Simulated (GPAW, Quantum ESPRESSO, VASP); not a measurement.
**Ga (Cmce, 4 atoms in the cell) computed with different codes at matched settings**

Self-consistent single point.

```yaml
crystal:
  lattice:
    - [2.26000, -3.83000, 0.00000]
    - [2.26000, 3.83000, 0.00000]
    - [0.00000, 0.00000, 4.53000]
  atoms:
    - { symbol: Ga, position: [0.15490, 0.84510, 0.91900] }
    - { symbol: Ga, position: [0.34510, 0.65490, 0.41900] }
    - { symbol: Ga, position: [0.65490, 0.34510, 0.58100] }
    - { symbol: Ga, position: [0.84510, 0.15490, 0.08100] }
```

All programs got the same cell, k-point mesh and kind of occupations (in VASP's words: KPOINTS grid = 4 4 4; KPOINTS shift = 0 0 0; ISMEAR = 0; SIGMA = 0.272 eV); potentials, basis and cutoffs are each program's usual ones.

| code | model | pressure (GPa) | largest force (eV/Å) | cutoff |
|---|---|---|---|---|
| VASP | PBE, VASP's PBE PAW potentials (set 64) | 1.96 | 0.253 | 300 eV |
| GPAW | PBE, GPAW PAW datasets PBE (gpaw-data 1.0.1) | 2.60 | 0.251 | 550 eV |
| Quantum ESPRESSO | PBE, PseudoDojo standard norm-conserving (PBE) pseudopotentials | 2.00 | 0.258 | 80 Ry |

The spread over the programs that give each value: pressure within 0.64 GPa; largest force within 0.007 eV/Å.

The starting cell has typed, rounded lattice constants, without a prior relaxation at this level. On VASP's run: Without a gap this mesh is coarse (it stands for a supercell whose shortest vector is 18 Å).

### Question
Why do the programs differ, and what cannot be compared?

### Answer
Differences of this kind can come from the potentials, where these differ, and from what each basis and cutoff leave unconverged. The valence holds different numbers of electrons (VASP 52, GPAW 12, Quantum ESPRESSO 52). The zero of total energies and Fermi levels follows the potentials and each program's conventions, so they are not compared here.

The shared mesh is coarse (it stands for a supercell whose shortest vector is 18 Å), so the values are not converged in it.

VASP's run is marked for a possible Pulay error in its stress at this cutoff; no cutoff test was made.

Left out of this page: Ansatz, ABINIT, CP2K, Elk, FLEUR and SIESTA (not drawn, or without a comparable value).
